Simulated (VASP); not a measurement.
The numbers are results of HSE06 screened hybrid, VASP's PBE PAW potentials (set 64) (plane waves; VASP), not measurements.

The input files of a VASP run:

**INCAR**
```
AEXX = 0.25
ALGO = Normal
EDIFF = 1E-5
ENCUT = 400
GGA = PE
HFSCREEN = 0.2
ISIF = 0
ISMEAR = 0
ISPIN = 2
ISYM = 0
LASPH = .TRUE.
LCHARG = .FALSE.
LHFCALC = .TRUE.
LORBIT = 10
LREAL = Auto
LWAVE = .FALSE.
MAGMOM = 65*0.0154
NELECT = 259.0
NELM = 50
NELMIN = 4
NUPDOWN = 1
PREC = Normal
PRECFOCK = Fast
SIGMA = 0.05
SYSTEM = C33Si32
```

**POSCAR**
```
C33Si32
8.7583310
  1.0000000497   0.0000000000   0.0000000000
  0.0000000000   1.0000000497   0.0000000000
  0.0000000000   0.0000000000   1.0000000497
Si C
32 33
Cart
  0.5009396281   0.9968306507   0.9974220679
  0.7539763663   0.2486979871   0.9994664215
  0.7500653475   0.9987408141   0.2465578717
  0.9992638883   0.9993119063   0.9956820052
  0.2493125081   0.2492838593   0.9981152900
  0.5013887540   0.5014156719   0.0009592616
  0.7505785890   0.7505352094   0.9962035771
  0.2484951460   0.9952194513   0.2427534953
  0.5006710889   0.2481401270   0.2437702141
  0.7542505595   0.5007994275   0.2444466095
  0.4991699028   0.9986106909   0.4970580142
  0.7509315316   0.2503341639   0.4965795791
  0.7508601239   0.9989007924   0.7468206166
  0.9968763494   0.5008768995   0.9974373955
  0.2486915101   0.7539547112   0.9995473190
  0.9953259526   0.2484729145   0.2428730773
  0.2483107060   0.5005953815   0.2438641252
  0.5008465259   0.7542162557   0.2444199540
  0.9968743389   0.9968631909   0.4952874669
  0.2287060013   0.2281988237   0.4689700406
  0.5111764849   0.5111858883   0.4748712229
  0.7506492838   0.7504687200   0.4961563937
  0.2502604903   0.9991262126   0.7456637618
  0.5147628697   0.2399137279   0.7684881914
  0.7504482588   0.4991478490   0.7468241977
  0.9988008851   0.7499598012   0.2465290086
  0.9987981494   0.4990798238   0.4970960316
  0.2503362418   0.7508979934   0.4966170514
  0.9992754886   0.2502469437   0.7455708551
  0.2399738517   0.5150870306   0.7685656719
  0.4992439826   0.7503307407   0.7468516240
  0.9988166812   0.7508562639   0.7468575681
  0.6260304139   0.1231196427   0.1206977572
  0.8754353697   0.3750842519   0.1206671485
  0.8737655590   0.1240038347   0.3715348284
  0.1236394964   0.1236503093   0.1211491346
  0.3748133624   0.3747258658   0.1221293319
  0.6267350509   0.6266898647   0.1231121498
  0.8749491755   0.8748968648   0.1212332760
  0.3755253506   0.1169722588   0.3639678527
  0.6302663160   0.3732121081   0.3663858730
  0.8756502550   0.6252313358   0.3725749453
  0.6233494369   0.1268410467   0.6227613573
  0.8747290332   0.3748179013   0.6216954036
  0.8756473163   0.1247561243   0.8706320941
  0.1231920420   0.6258929645   0.1207336041
  0.3751208214   0.8753835231   0.1206254779
  0.1173524051   0.3753484837   0.3642710771
  0.3732956142   0.6302986936   0.3664393705
  0.6254022211   0.8754892715   0.3725574278
  0.1232365775   0.1230808670   0.6199760245
  0.3946355154   0.3949616750   0.6836062814
  0.6230109188   0.6228564650   0.6202191770
  0.8740148252   0.8740488702   0.6214080436
  0.3741254886   0.1221686934   0.8739987429
  0.6314904013   0.3759738825   0.8798991953
  0.8741963130   0.6255231516   0.8705511161
  0.1240120194   0.8737420376   0.3715205589
  0.1267812182   0.6234133333   0.6228096534
  0.3748648856   0.8746176666   0.6217548698
  0.1222857870   0.3741622027   0.8739542678
  0.3759878273   0.6316104737   0.8800747829
  0.6256261703   0.8741898186   0.8705020893
  0.1246906038   0.8755923725   0.8707182236
  0.3655725317   0.3651080297   0.5409586417
```

**KPOINTS**
```
Automatic mesh
0
Gamma
1 1 1
0 0 0
```

POTCAR, in this order: Si C (PBE.64 set). Program: vasp_gam. Read from the step before: WAVECAR.

What VASP printed:

### OSZICAR
```
       N       E                     dE             d eps       ncg     rms          rms(c)
DAV:   1    -0.569321128008E+03   -0.56932E+03   -0.10023E+01   652   0.786E+00    0.150E+01
DAV:   2    -0.569412766506E+03   -0.91638E-01   -0.38347E-01   720   0.132E+00    0.109E+01
DAV:   3    -0.569400767288E+03    0.11999E-01   -0.31136E-02   744   0.348E-01    0.640E+00
DAV:   4    -0.569395274454E+03    0.54928E-02   -0.74930E-03   746   0.190E-01    0.369E+00
DAV:   5    -0.569393339998E+03    0.19345E-02   -0.22133E-03   722   0.109E-01    0.211E+00
DAV:   6    -0.569392698781E+03    0.64122E-03   -0.54762E-04   722   0.528E-02    0.120E+00
DAV:   7    -0.569392471758E+03    0.22702E-03   -0.93382E-05   714   0.242E-02    0.692E-01
DAV:   8    -0.569392398287E+03    0.73471E-04   -0.34745E-05   624   0.152E-02    0.397E-01
DAV:   9    -0.569392377115E+03    0.21172E-04   -0.12478E-05   450   0.940E-03    0.229E-01
DAV:  10    -0.569392371807E+03    0.53077E-05   -0.47466E-06   442   0.591E-03
   1 F= -.56939237E+03 E0= -.56939237E+03  d E =-.763529E-13  mag=     1.0000
```

File OUTCAR:
```
------------------------ aborting loop because EDIFF is reached ----------------------------------------
  volume of cell :      671.84
      direct lattice vectors                 reciprocal lattice vectors
     8.758331436  0.000000000  0.000000000     0.114176999  0.000000000  0.000000000
     0.000000000  8.758331436  0.000000000     0.000000000  0.114176999  0.000000000
     0.000000000  0.000000000  8.758331436     0.000000000  0.000000000  0.114176999
  FREE ENERGIE OF THE ION-ELECTRON SYSTEM (eV)
  ---------------------------------------------------
  free  energy   TOTEN  =      -569.3923718074 eV

  energy  without entropy=     -569.3923718074  energy(sigma->0) =     -569.39237181

  exchange ACFDT corr.  =         0.00000000  see jH, gK, PRB 81, 115126

 total charge

# of ion       s       p       d       tot
------------------------------------------
    1        0.707   0.981   0.000   1.688
    2        0.710   0.992   0.000   1.702
    3        0.707   0.978   0.000   1.685
    4        0.707   0.978   0.000   1.685
    5        0.707   0.968   0.000   1.676
    6        0.708   0.970   0.000   1.678
    7        0.707   0.977   0.000   1.683
    8        0.709   0.990   0.000   1.699
    9        0.707   0.967   0.000   1.675
   10        0.707   0.983   0.000   1.690
   11        0.705   0.969   0.000   1.674
   12        0.706   0.972   0.000   1.677
   13        0.706   0.971   0.000   1.678
   14        0.707   0.981   0.000   1.688
   15        0.710   0.992   0.000   1.702
   16        0.709   0.989   0.000   1.698
   17        0.707   0.967   0.000   1.674
   18        0.707   0.983   0.000   1.690
   19        0.707   0.979   0.000   1.686
   20        0.730   1.040   0.000   1.770
   21        0.719   0.978   0.000   1.697
   22        0.708   0.975   0.000   1.683
   23        0.705   0.970   0.000   1.675
   24        0.722   0.989   0.000   1.711
   25        0.706   0.968   0.000   1.674
   26        0.707   0.978   0.000   1.685
   27        0.705   0.969   0.000   1.674
   28        0.706   0.972   0.000   1.677
   29        0.705   0.969   0.000   1.675
   30        0.721   0.990   0.000   1.712
   31        0.706   0.968   0.000   1.674
   32        0.706   0.971   0.000   1.678
   33        0.833   1.716   0.000   2.549
   34        0.841   1.745   0.000   2.586
   35        0.833   1.716   0.000   2.549
   36        0.832   1.715   0.000   2.547
   37        0.831   1.714   0.000   2.545
   38        0.833   1.716   0.000   2.549
   39        0.833   1.718   0.000   2.550
   40        0.837   1.724   0.000   2.561
   41        0.837   1.719   0.000   2.556
   42        0.833   1.718   0.000   2.551
   43        0.832   1.699   0.000   2.531
   44        0.833   1.722   0.000   2.555
   45        0.832   1.716   0.000   2.548
   46        0.833   1.716   0.000   2.549
   47        0.841   1.745   0.000   2.586
   48        0.837   1.723   0.000   2.559
   49        0.837   1.719   0.000   2.557
   50        0.833   1.718   0.000   2.551
   51        0.835   1.710   0.000   2.544
   52        0.920   1.750   0.000   2.671
   53        0.836   1.690   0.000   2.526
   54        0.835   1.723   0.000   2.558
   55        0.836   1.718   0.000   2.554
   56        0.837   1.728   0.000   2.566
   57        0.833   1.717   0.000   2.550
   58        0.833   1.716   0.000   2.549
   59        0.832   1.700   0.000   2.531
   60        0.833   1.722   0.000   2.555
   61        0.836   1.717   0.000   2.553
   62        0.838   1.729   0.000   2.567
   63        0.833   1.717   0.000   2.550
   64        0.832   1.716   0.000   2.548
   65        0.955   1.664   0.000   2.619
--------------------------------------------------
tot         50.428  88.001   0.000 138.430

 magnetization (x)

# of ion       s       p       d       tot
------------------------------------------
    1        0.002   0.003   0.000   0.005
    2        0.002   0.001   0.000   0.003
    3       -0.000   0.000   0.000   0.000
    4       -0.000   0.000   0.000   0.000
    5        0.001  -0.000   0.000   0.000
    6        0.000   0.001   0.000   0.001
    7       -0.000   0.000   0.000   0.000
    8        0.001   0.000   0.000   0.001
    9       -0.000   0.001   0.000   0.000
   10        0.001   0.002   0.000   0.003
   11        0.000   0.001   0.000   0.001
   12       -0.000   0.001   0.000   0.001
   13        0.000   0.001   0.000   0.001
   14        0.002   0.003   0.000   0.005
   15        0.002   0.001   0.000   0.003
   16        0.001  -0.000   0.000   0.001
   17       -0.000   0.001   0.000   0.000
   18        0.001   0.002   0.000   0.003
   19        0.000   0.003   0.000   0.003
   20        0.013   0.040   0.000   0.053
...
```
(Selected blocks of OUTCAR.)

OUTCAR:
```
 val. band max:        8.2900296150   @ k =   0.0000   0.0000   0.0000

 cond. band min:       9.4282887706   @ k =   0.0000   0.0000   0.0000


 Fermi energy:         8.5724919309

 spin component 1

 k-point     1 :       0.0000    0.0000    0.0000
  band No.  band energies     occupation
      1     -10.5971      1.00000
      2      -9.2167      1.00000
      3      -7.9218      1.00000
      4      -7.8027      1.00000
      5      -7.7971      1.00000
      6      -7.7802      1.00000
      7      -7.7479      1.00000
      8      -7.2164      1.00000
      9      -6.4299      1.00000
     10      -6.3734      1.00000
     11      -6.3497      1.00000
     12      -6.2855      1.00000
     13      -6.2534      1.00000
     14      -6.2499      1.00000
     15      -6.2366      1.00000
     16      -6.2329      1.00000
     17      -6.1932      1.00000
     18      -6.1745      1.00000
     19      -6.1634      1.00000
     20      -5.7919      1.00000
     21      -5.6924      1.00000
     22      -5.6893      1.00000
     23      -5.6315      1.00000
     24      -4.7264      1.00000
     25      -4.1637      1.00000
     26      -4.1316      1.00000
     27      -3.9710      1.00000
     28      -3.9056      1.00000
     29      -3.9019      1.00000
     30      -3.8848      1.00000
     31      -3.8729      1.00000
     32      -3.8685      1.00000
     33      -2.8914      1.00000
     34      -2.0591      1.00000
     35      -1.9974      1.00000
     36      -1.9239      1.00000
     37      -1.4036      1.00000
     38      -1.3206      1.00000
     39      -1.2401      1.00000
     40      -0.6728      1.00000
     41      -0.6538      1.00000
     42      -0.5160      1.00000
     43      -0.2605      1.00000
     44      -0.2458      1.00000
     45      -0.2310      1.00000
     46       0.0416      1.00000
     47       0.2559      1.00000
     48       0.5720      1.00000
     49       0.6612      1.00000
...
```

The cell is charged, with a uniform compensating background. The supercell is sampled at Γ alone, which is coarse: total energies, pressure and levels can be off, energies of defects by several tenths of an eV.

The cell is a supercell with a defect, built from SiC (zinc blende): C_i, charge +1. The cell's shape comes from a PBE relaxation.
